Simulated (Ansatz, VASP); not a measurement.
# Cross-check of Cu (linear Cu chain) between VASP and Ansatz, part 2 of 2

Aim: how closely do two programs agree when they are given the same cell, functional and k mesh? The cell is taken from a series of runs on this material, whose earlier steps may have relaxed, scaled, displaced or heated it; both programs get it as it stands.

VASP 6.6.1 and Ansatz 0.2.0.

So far: Set-up; Ansatz: single point, PBE, pair 1; VASP: single point, PBE, pair 1; Comparison; Ansatz: single point, PBE, pair 2.

## 6. VASP: single point, PBE, pair 2

Level of this step: PBE, spin-polarised from a ferromagnetic start; plane waves and PAW (Cu) (VASP).

The same cell, functional, mesh and smearing now go to VASP, with its own data sets.

Contents of INCAR:

```
SYSTEM = Cu
PREC = Accurate
ENCUT = 600
EDIFF = 1E-06
NELM = 200
ISMEAR = -1
SIGMA = 0.05
LREAL = .FALSE.
ALGO = Normal
GGA = PE
NBANDS = 13
ISPIN = 2
MAGMOM = 0.06
LASPH = .TRUE.
LMAXMIX = 4
LORBIT = 11
LWAVE = .FALSE.
LCHARG = .FALSE.
ISIF = 2
GGA_COMPAT = .FALSE.
KPAR = 2
```

Contents of POSCAR:

```
Cu
1.0
    7.5000000000      0.0000000000      0.0000000000
    0.0000000000      7.5000000000      0.0000000000
    0.0000000000      0.0000000000      2.1183318788
Cu
1
Direct
    0.5000000000      0.5000000000      0.0000000000
```

Contents of KPOINTS:

```
Automatic mesh
0
Gamma
1 1 38
0 0 0
```

PAW data sets: Cu (PBE family, release 64).

Command:

```
> mpirun -np 2 vasp_std
```

Numbers of over 12 decimals in the logs are rounded to 6 here.

The program printed:

```text
[... set-up lines as in an earlier step ...]
 entering main loop
       N       E                     dE             d eps       ncg     rms          rms(c)
DAV:   1     0.622846537122E+02    0.62285E+02   -0.39927E+03  1040   0.712E+02
DAV:   2    -0.226361258437E+00   -0.62511E+02   -0.53085E+02  1058   0.146E+02
DAV:   3    -0.184204727756E+01   -0.16157E+01   -0.15982E+01  1308   0.296E+01
DAV:   4    -0.186007262470E+01   -0.18025E-01   -0.18019E-01  1245   0.394E+00
[...]
DAV:  20    -0.164058932208E+01   -0.30276E-05   -0.78034E-05  1125   0.110E-01    0.646E-03
DAV:  21    -0.164059689731E+01   -0.75752E-05   -0.65276E-05  1040   0.893E-02    0.272E-03
DAV:  22    -0.164059600309E+01    0.89422E-06   -0.45129E-06  1060   0.269E-02
   1 F= -.16405960E+01 E0= -.16334138E+01  d E =-.143644E-01  mag=     0.0434
```

From OUTCAR (step 6):

```text
  Total       -0.0810832     -0.0810832      3.4647758      0.0000000     -0.0000000     -0.0000000
  in kB       -1.0902476     -1.0902476     46.5874764      0.0000000     -0.0000000     -0.0000000
  external PRESSURE =      14.8023271 kB  Pullay stress =       0.0000000 kB

  FREE ENERGIE OF THE ION-ELECTRON SYSTEM (eV)
  ---------------------------------------------------
  free  energy   TOTEN  =        -1.6405960031 eV

  energy  without entropy=       -1.6262316022  energy(sigma->0) =       -1.63341380

 magnetization (x)
# of ion       s       p       d       tot
------------------------------------------
    1        0.001  -0.000   0.045   0.045

[... 1 part as in an earlier step ...]

[... 3 further parts left out ...]
[key lines of the parts left out:]
E-fermi :  -4.0034
```

## 7. Comparison

What differs besides the data sets and the points named for the pairs above, as far as they apply: the data sets hold 19 valence electrons in Ansatz (on its default PAW (the set named soft_2) files) and 11 in VASP; site moments are counted in spheres of each program's own size. Total energies have different zeros and are not compared.

The two programs side by side:

```
          quantity  Ansatz  VASP  difference
    pressure (GPa)    1.45  1.48       -0.03
 total moment (μB)    0.06  0.04       +0.02
moment on Cu1 (μB)    0.06  0.04       +0.02
```

## 8. Ansatz: single point, PBE, pair 3

With cell and atoms fixed, the geometry can't cause a difference; cores, projectors, grids and the points listed under the comparison can. The cell compared in this pair holds 124.34 Å³, against 119.16 Å³ for the pair before.

The cell is taken from a series of runs on this material, whose earlier steps may have relaxed, scaled, displaced or heated it; both programs get it as it stands.

Contents of input.yaml:

```yaml
crystal:
  lattice:
    - [7.5, 0.0, 0.0]
    - [0.0, 7.5, 0.0]
    - [0.0, 0.0, 2.2104332648]
  atoms:
    - { symbol: Cu, position: [0.5, 0.5, 0.0], spin: 0.5 }
magnetization:
  spin_polarized: true
kpoints:
  mp_grid: { grid: [1, 1, 37] }
scf:
  occupations: { method: fermi_dirac, width: 0.05 }
hamiltonian:
  xc: pbe
output:
  transmission:
    e_range: [-2, 2]
    de: 0.035
    kmesh: [1, 1]
    reduced_basis: true
    leads: [[0, 0]]
  stress: true
```

Command:

```
> ansatz run input.yaml --threads 4 --pin off --max-ram 8192MiB --backend cpu --events-out ev --progress --plain --runs-dir out
```

The program printed:

```text
[...]
Crystal: 1 atoms, lattice volume = 124.337 Å³
Basis set: ecut = 420 eV, 2463 PW (Γ)
Bands: 14, of which v1, the nominal top of the filled ones, is band 10 counted from 1 (9 counted from 0)
Symmetry: 16 space group operations
[...]
k-points: 19 of 37
[...]
Starting moments: Σ|m| = 0.5 μB on 1 of 1 site
[...]
--- Transmission ---
  basis      : 497 plane waves across, 3 finite elements along
  points     : 1, standing for a mesh of 1 x 1
[...]
crystal 0  : Cu1, at the sites [0, 0], period 2.2104 Å: whole cells are its period
[...]
filled         : 39.9 meV over the level at which it is neutral
    channels       : 1.000000e0 up, 1.000000e0 down
[...]
[key lines of the parts left out:]
SCF converged after 19 iterations
Magnetization: 0.0209 μB (9.5105 up, 9.4895 down)
Free energy (F): -6623.161925 eV
Fermi energy:    -3.185184 eV
P = ⅓ Tr σ = 0.5406 GPa (5.406 kbar)
```

## 9. VASP: single point, PBE, pair 3

The same cell, functional, mesh and smearing now go to VASP, with its own data sets.

Changes to INCAR since step 6:

```diff
@@ -12,3 +12,3 @@
 ISPIN = 2
-MAGMOM = 0.06
+MAGMOM = 0.02
 LASPH = .TRUE.
```

Changes to POSCAR since step 6:

```diff
@@ -4,3 +4,3 @@
     0.0000000000      7.5000000000      0.0000000000
-    0.0000000000      0.0000000000      2.1183318788
+    0.0000000000      0.0000000000      2.2104332648
 Cu
```

Contents of KPOINTS:

```
Automatic mesh
0
Gamma
1 1 37
0 0 0
```

Command:

```
> mpirun -np 2 vasp_std
```

The program printed:

```text
[... set-up lines as in an earlier step ...]
 entering main loop
       N       E                     dE             d eps       ncg     rms          rms(c)
DAV:   1     0.618734749126E+02    0.61873E+02   -0.39693E+03   988   0.707E+02
DAV:   2    -0.361870348622E+00   -0.62235E+02   -0.52920E+02  1003   0.143E+02
DAV:   3    -0.193074172630E+01   -0.15689E+01   -0.15504E+01  1232   0.295E+01
DAV:   4    -0.194887310364E+01   -0.18131E-01   -0.18124E-01  1146   0.398E+00
[...]
DAV:  13    -0.174370852291E+01    0.82382E-05   -0.54200E-05  1008   0.116E-01    0.525E-03
DAV:  14    -0.174371526667E+01   -0.67438E-05   -0.12893E-05  1064   0.528E-02    0.146E-02
DAV:  15    -0.174371626611E+01   -0.99944E-06   -0.13093E-06  1063   0.175E-02
   1 F= -.17437163E+01 E0= -.17363108E+01  d E =-.148109E-01  mag=     0.0003
```

OUTCAR, selected parts (step 9):

```text
  Total        0.0287681      0.0287681      1.5921757      0.0000000     -0.0000000      0.0000000
  in kB        0.3706995      0.3706995     20.5164234      0.0000000     -0.0000000      0.0000000
  external PRESSURE =       7.0859408 kB  Pullay stress =       0.0000000 kB

  FREE ENERGIE OF THE ION-ELECTRON SYSTEM (eV)
  ---------------------------------------------------
  free  energy   TOTEN  =        -1.7437162661 eV

  energy  without entropy=       -1.7289053783  energy(sigma->0) =       -1.73631082

 magnetization (x)
# of ion       s       p       d       tot
------------------------------------------
    1        0.000   0.000   0.000   0.000

[... 1 part as in an earlier step ...]

[... 3 further parts left out ...]
[key lines of the parts left out:]
E-fermi :  -4.0459
```

## 10. Side by side

What differs besides the data sets and the points named for the pairs above, as far as they apply: the data sets hold 19 valence electrons in Ansatz (on its default PAW (the set named soft_2) files) and 11 in VASP. Total energies have different zeros and are not compared.

Both answers:

```
         quantity  Ansatz  VASP  difference
   pressure (GPa)    0.54  0.71       -0.17
total moment (μB)    0.02  0.00       +0.02
```

## 11. Results

| Quantity | Value |
| --- | --- |
| difference in total moment (single point, PBE, pair 1) | 0.037 μB |
| difference in total moment (single point, PBE, pair 2) | 0.017 μB |
| difference in total moment (single point, PBE, pair 3) | 0.021 μB |

What this shows: The difference in total moment is 0.037 μB (single point, PBE, pair 1). The data sets hold unlike numbers of valence electrons (19 in Ansatz and 11 in VASP), so part of the differences comes from the potentials. 5 further runs of this series are not shown here. How closely two codes agree says nothing of how well the functional describes the real material.

[Lines on the potential files, build, host, timing and source positions are cut from VASP's logs without a mark.]

[Logs are printed without paths, hosts, clocks, repeated set-up lines and the standing remarks that a program may print on its own settings, such as how far it seeks lower states.]

[Hosts, paths, dates, database ids (printed as entryN), source tags and the programs' standing remarks are cut or masked in the printed files.]
